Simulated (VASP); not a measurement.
Here is the system:

```
SnTe
1.0
    0.00000     3.18461     3.18461
    3.18461     0.00000     3.18461
    3.18461     3.18461     0.00000
Sn Te
1 1
Direct
  0.00000   0.00000   0.00000
  0.50000   0.50000   0.50000
```

These are r2SCAN meta-GGA, VASP's PBE PAW potentials (set 64) (plane waves; VASP) values and carry that method's errors. Run with 520 eV cut-off, 8×8×8 Γ-centred mesh, tetrahedra with Blöchl corrections, potentials Sn_d Te.

Unless said otherwise, spin-orbit coupling is left out, though it shifts the bands of the heavy elements here.

**Question.** Give the energies of bands 7 to 13 at the high-symmetry points, in eV from the valence-band maximum.

**Answer.** 
```csv
band,Γ,X,U,L,W
7,-4.88,-6.75,-7.72,-8.63,-7.67
8,-2.40,-5.75,-5.36,-2.04,-5.01
9,-2.40,-3.96,-3.46,-2.04,-5.01
10,-2.40,-3.96,-2.87,0.00,-1.03
11,3.36,2.44,2.98,0.13,0.84
12,3.36,4.95,3.16,0.33,4.81
13,3.36,4.95,4.40,0.33,4.81
```

The gap is direct, 0.13 eV, from the valence maximum at L to the conduction minimum at L.

The compound is SnTe in the rock salt structure, which distorts at low temperature. It was relaxed first.
